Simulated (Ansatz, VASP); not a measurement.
# One calculation of Te3As4, two programs

```
CELL_PARAMETERS angstrom
5.82487 0.00000 0.00000
0.00000 5.82487 0.00000
0.00000 0.00000 5.82487
ATOMIC_POSITIONS crystal
Te 0.00000 0.00000 0.50000
Te 0.50000 0.00000 0.00000
Te 0.00000 0.50000 0.00000
As 0.33026 0.66974 0.33026
As 0.66974 0.33026 0.33026
As 0.33026 0.33026 0.66974
As 0.66974 0.66974 0.66974
```

Change from the starting cell: species swapped into the Sn3As4 type (P-43m, No. 215).

Alike in both runs: task relaxation of cell and atoms; functional PBE; k mesh 6 × 6 × 6; occupations gaussian, width 0.1 eV; no spin polarisation.

```csv
,VASP,Ansatz
version,VASP 6.6.1,Ansatz 0.2.0
potentials or method,"VASP PAW PBE potentials, release 64 (Te, As)","scalar-relativistic, plane waves, PAW"
plane-wave cutoff (eV),600,420
valence electrons in the cell,38,108
```

|  | VASP | Ansatz | Ansatz less VASP |
| --- | --- | --- | --- |
| gap on the k mesh at the Fermi level, each at its own relaxed structure (eV) | none | none | - |
| relaxed volume (Å³/atom) | 27.96 | 27.98 | +0.014 |
| relaxed cell length with the largest relative difference (Å) | 5.806 | 5.807 | +0.0010 |
| energy change over the relaxation (meV/atom) | -1 | -2 | -0.1 |

A gap of «none» marks a metal or a gap that the smearing closes. The two sets of potentials don't hold the same shells in valence.

Spin-orbit coupling is left out, which matters for the levels of Te.
